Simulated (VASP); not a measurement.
Given:

```yaml
crystal:
  lattice:
    - [1.77923, -3.08171, 0.00000]
    - [1.77923, 3.08171, 0.00000]
    - [0.00000, 0.00000, 5.68576]
  atoms:
    - { symbol: Hf, position: [0.00000, 0.00000, 0.00000] }
    - { symbol: S, position: [0.33333, 0.66667, 0.25342] }
    - { symbol: S, position: [0.66667, 0.33333, 0.74658] }
```

All values below come from LDA (Ceperley-Alder, Perdew-Zunger), VASP's LDA PAW potentials (set 64) (plane waves; VASP). Numerical set-up: 400 eV cut-off, 16×16×9 Γ-centred mesh, Gaussian smearing of 0.010 eV, potentials Hf_pv S.

Q: Predict the energy per atom (σ→0).

A: 
```json
{
  "energy per atom (σ→0)": "-8.293 eV/atom"
}
```

The absolute energy has meaning only against runs of the same code, potentials and settings.

The compound is HfS2 in the 1T layered structure. It was relaxed first, which changed the volume by -7 %.
